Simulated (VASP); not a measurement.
VASP input:

**INCAR**
```
# general
SYSTEM   =  KZnF3
PREC     =  Accurate
ENCUT    =  400
LREAL    =  .False.
LASPH    =  .True.

# electronic loop
EDIFF    =  1E-6
NELM     =  100
ALGO     =  Normal
LMAXMIX  =  4

# smearing
ISMEAR   =  -1
SIGMA    =  0.05

# ions
ISIF     =  2

# output
LWAVE    =  .False.
LCHARG   =  .False.
```

### POSCAR
```
KZnF3
1
    4.0500000000     0.0000000000     0.0000000000
    0.0000000000     4.0500000000     0.0000000000
    0.0000000000     0.0000000000     4.0500000000
K Zn F
1 1 3
Direct
  0.0000000000   0.0000000000   0.0000000000
  0.5000000000   0.5000000000   0.5000000000
  0.5000000000   0.0000000000   0.5000000000
  0.0000000000   0.5000000000   0.5000000000
  0.5000000000   0.5000000000   0.0000000000
```

File KPOINTS:
```
kpoints
0
G
4 4 4
```

POTCAR, in this order: K_sv Zn F (LDA.64 set). Program: vasp_std.

Write an equivalent input for Quantum ESPRESSO's pw.x.

One equivalent input (not run):
```
&CONTROL
  calculation = 'scf'
  pseudo_dir = './pseudo'
  outdir = './out'
  tprnfor = .true.
  tstress = .true.
/
&SYSTEM
  ibrav = 0
  nat = 5
  ntyp = 3
  ecutwfc = 84
  occupations = 'smearing'
  smearing = 'fermi-dirac'
  degauss = 0.003675
  input_dft = 'pz'
/
&ELECTRONS
  conv_thr = 7.3e-08
  electron_maxstep = 100
/
ATOMIC_SPECIES
  K 39.098 K.upf
  Zn 65.380 Zn.upf
  F 18.998 F.upf
CELL_PARAMETERS angstrom
     4.0500000    0.0000000    0.0000000
     0.0000000    4.0500000    0.0000000
     0.0000000    0.0000000    4.0500000
ATOMIC_POSITIONS crystal
  K    0.0000000  0.0000000  0.0000000
  Zn   0.5000000  0.5000000  0.5000000
  F    0.5000000  0.0000000  0.5000000
  F    0.0000000  0.5000000  0.5000000
  F    0.5000000  0.5000000  0.0000000
K_POINTS automatic
  4 4 4 0 0 0
```
What does not carry over: the potentials are each code's own (VASP's PAW set, PseudoDojo norm-conserving files in pw.x), so ENCUT and ecutwfc are chosen apart and not converted; conv_thr bounds pw.x's estimated SCF error, while EDIFF bounds the energy change between steps.

The structure is a typed KZnF3 crystal. The cell was not relaxed at this level.
